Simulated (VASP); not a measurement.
Given:

```xyz
2
Lattice="0.0000 2.1663 2.1663 2.1663 0.0000 2.1663 2.1663 2.1663 0.0000" Properties=species:S:1:pos:R:3 pbc="T T T"
Ti     0.0000     0.0000     0.0000
C      2.1663     2.1663     2.1663
```

Computed with r2SCAN meta-GGA, VASP's PBE PAW potentials (set 64) (plane waves; VASP 6.6.1). Settings: 600 eV cut-off, 14×14×14 Γ-centred mesh, first-order Methfessel-Paxton smearing of 0.10 eV, potentials Ti_sv C.

Energy and stress use the plane-wave basis of the starting cell.

Task: The ions, cell shape and volume at an external pressure of 10.0 GPa are relaxed. Give the cell that the relaxation ends in.

Result: 
```xyz
2
Lattice="0.0000 2.1409 2.1409 2.1409 0.0000 2.1409 2.1409 2.1409 0.0000" Properties=species:S:1:pos:R:3 pbc="T T T"
Ti     0.0000     0.0000     0.0000
C      2.1409     2.1409     2.1409
```
Space group Fm-3m (225), at a tolerance of 0.03 Å.

Task: How do energy and volume change from the first to the last step?

Result: The energy (σ→0) changes by +10.4 meV/atom and the volume by -3.5 %, in 3 ionic steps.

The compound is TiC in the rock salt structure. This run relaxes it under an external pressure of 10 GPa. Symmetry was kept, so distortions that lower it aren't found.
